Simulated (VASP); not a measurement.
Here is a VASP 6.6.1 calculation.

The input POSCAR:

```
NiMoIrPdW                               
1.0
    2.3226479925     -1.3873633838      0.0208927558
    2.3226479925      1.3873633838      0.0208927558
   -2.1297342338      0.0000000000     10.7654206459
  Ni              Mo              Pd              Ir              W             
     1     1     1     1     1
Direct
     0.4977400528331401    0.4977400528331401    0.2964529017230339
     0.3286152692905958    0.3286152692905958    0.9131674789592699
     0.2457987329546139    0.2457987329546139    0.4880679920982050
     0.7525940567304188    0.7525940567304188    0.1107153287171182
     0.6752418881912209    0.6752418881912209    0.6916062985023754
```

INCAR.step1

```
ALGO     = Normal         # electronic algorithm
EDIFF    = 1E-6           # SCF threshold, eV
ENCUT    = 520            # plane-wave cutoff, eV
GGA      = CA             # functional
ISIF     = 2              # what is computed and relaxed
ISMEAR   = -1             # smearing method
ISPIN    = 2              # spin polarisation
KPAR     = 4            
LASPH    = True           # aspherical terms in the spheres
LCHARG   = True           # write CHGCAR
LMAXMIX  = 4              # l up to which the mixer works
LORBIT   = 11             # projections on sites
LREAL    = False          # projectors in reciprocal space
LWAVE    = False          # write WAVECAR
MAGMOM   = 1 1 0 0.6 0    # initial moments
NBANDS   = 40             # bands
NELM     = 150            # most SCF steps
PREC     = Accurate       # precision mode
SIGMA    = 0.05           # smearing width, eV
```

File KPOINTS.step1:

```
k-points
0
Gamma
  11 11 3
```

INCAR.step2

```
ALGO     = Normal         # electronic algorithm
EDIFF    = 1E-6           # SCF threshold, eV
ENCUT    = 520            # plane-wave cutoff, eV
GGA      = CA             # functional
ICHARG   = 11             # starting density
ISIF     = 2              # what is computed and relaxed
ISMEAR   = 0              # smearing method
ISPIN    = 2              # spin polarisation
KPAR     = 4            
LASPH    = True           # aspherical terms in the spheres
LCHARG   = False          # write CHGCAR
LMAXMIX  = 4              # l up to which the mixer works
LORBIT   = 11             # projections on sites
LREAL    = False          # projectors in reciprocal space
LWAVE    = False          # write WAVECAR
MAGMOM   = 1 1 0 0.6 0    # initial moments
NBANDS   = 40             # bands
NELM     = 150            # most SCF steps
PREC     = Accurate       # precision mode
SIGMA    = 0.05           # smearing width, eV
```

The input KPOINTS.step2:

```
path GYFLI,I1ZF1,YX1,XGN,MG
10
line-mode
reciprocal
 0.0000000000  0.0000000000  0.0000000000  G
-0.5000000000 -0.5000000000  0.0000000000  Y

-0.5000000000 -0.5000000000  0.0000000000  Y
-0.5016370980 -0.5016370980  0.0400768515  F

-0.5016370980 -0.5016370980  0.0400768515  F
-0.5000000000 -0.5000000000  0.5000000000  L

-0.5000000000 -0.5000000000  0.5000000000  L
-0.6610839512 -0.3389160488  0.5000000000  I

-0.3389160488  0.3389160488  0.5000000000  I1
 0.0000000000  0.0000000000  0.5000000000  Z

 0.0000000000  0.0000000000  0.5000000000  Z
-0.4983629020 -0.4983629020  0.9599231485  F1

-0.5000000000 -0.5000000000  0.0000000000  Y
-0.6531734193 -0.3468265807  0.0000000000  X1

-0.3468265807  0.3468265807  0.0000000000  X
 0.0000000000  0.0000000000  0.0000000000  G

 0.0000000000  0.0000000000  0.0000000000  G
-0.5000000000  0.0000000000  0.0000000000  N

-0.5000000000  0.0000000000  0.5000000000  M
 0.0000000000  0.0000000000  0.0000000000  G
```

Potentials or basis: VASP PAW LDA potentials, release 64 (Ni, Mo_sv, Pd, Ir, W_sv).

The run is started by

```bash
$ cat potpaw_LDA.64/Ni/POTCAR potpaw_LDA.64/Mo_sv/POTCAR potpaw_LDA.64/Pd/POTCAR potpaw_LDA.64/Ir/POTCAR potpaw_LDA.64/W_sv/POTCAR > POTCAR
$ cp INCAR.step1 INCAR
$ cp KPOINTS.step1 KPOINTS
$ mpirun -np 4 vasp_std > vasp.out
$ cp INCAR.step2 INCAR
$ cp KPOINTS.step2 KPOINTS
$ mpirun -np 4 vasp_std > vasp.out
```

Problem. Estimate the band gap along the path.

Solution. None (metal or under the smearing width).

Problem. What does it give for the net moment?

Solution. 0.00 μB per cell.

Caveat: the log is that of the step along the path at fixed density, whose energy, stress, charges and moments have no meaning; spin-orbit coupling is left out, which moves the levels of the heavy elements.
